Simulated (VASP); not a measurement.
Data:

```
CELL_PARAMETERS angstrom
     -2.18355     2.18355     2.18355
      2.18355    -2.18355     2.18355
      2.18355     2.18355    -2.18355
ATOMIC_POSITIONS crystal
  Eu 0.00000 0.00000 0.00000
```

Calculation: PBE GGA with D4 dispersion, VASP's PBE PAW potentials (set 64) (plane waves; VASP). Run with 520 eV cut-off, 13×13×13 Γ-centred mesh, tetrahedra with Blöchl corrections, potentials Eu_2.

The 4f electrons are frozen in the core of the lanthanide potential, so 4f levels, which can set the real gap, and their magnetism are missing.

Question: Estimate the energy per atom (σ→0), band gap (on the k-mesh) with the smallest direct gap where there is one.

Answer: 
```
Quantity                                                    Result
------------------------  ----------------------------------------
band gap (on the k-mesh)  none (metal, semimetal or under 0.01 eV)
energy per atom (σ→0)                               -2042 meV/atom
```

Total energies compare only between runs with the same potentials, cut-off and functional.

The compound is Eu in the bcc structure. It was relaxed first, which changed the volume by -13 %.
